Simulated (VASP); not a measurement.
**GaSb (space group F-43m): computed properties**

Method: r2SCAN+rVV10, VASP's PBE PAW potentials (set 64) (plane waves; VASP).

| Item | Result |
|---|---|
| space group | F-43m (216) |
| cell | a = b = c = 6.105 Å, α = β = γ = 90.00° |
| volume per atom | 28.44 Å^3/atom |
| band gap (over mesh and band path) | 0.50 eV |
| smallest direct gap (over mesh and band path) | 0.50 eV |
| band-edge character without spin-orbit coupling | direct, Γ to Γ |
| band gap with spin-orbit coupling | 0.28 eV |
| density | 5.59 g/cm³ |

```cif
data_Ga4Sb4
_chemical_formula_sum 'Ga4 Sb4'
_space_group_name_H-M_alt 'F-43m'
_space_group_IT_number 216
_space_group_name_Hall 'F -4 2 3'
_cell_length_a 6.10477
_cell_length_b 6.10477
_cell_length_c 6.10477
_cell_angle_alpha 90.000
_cell_angle_beta 90.000
_cell_angle_gamma 90.000
loop_
_atom_site_label
_atom_site_type_symbol
_atom_site_symmetry_multiplicity
_atom_site_Wyckoff_symbol
_atom_site_fract_x
_atom_site_fract_y
_atom_site_fract_z
_atom_site_occupancy
Ga1 Ga 4 a 0.00000 0.00000 0.00000 1
Sb1 Sb 4 d 0.75000 0.75000 0.75000 1
```
(The calculation used a cell of 2 atoms; values per cell refer to that cell.)

Unless said otherwise, spin-orbit coupling is left out, though it shifts the bands of the heavy elements here.

The structure comes from a measured GaSb entry (F-43m) of the Crystallography Open Database, whose conditions weren't checked. It was relaxed first. Symmetry was kept, so distortions that lower it aren't found.
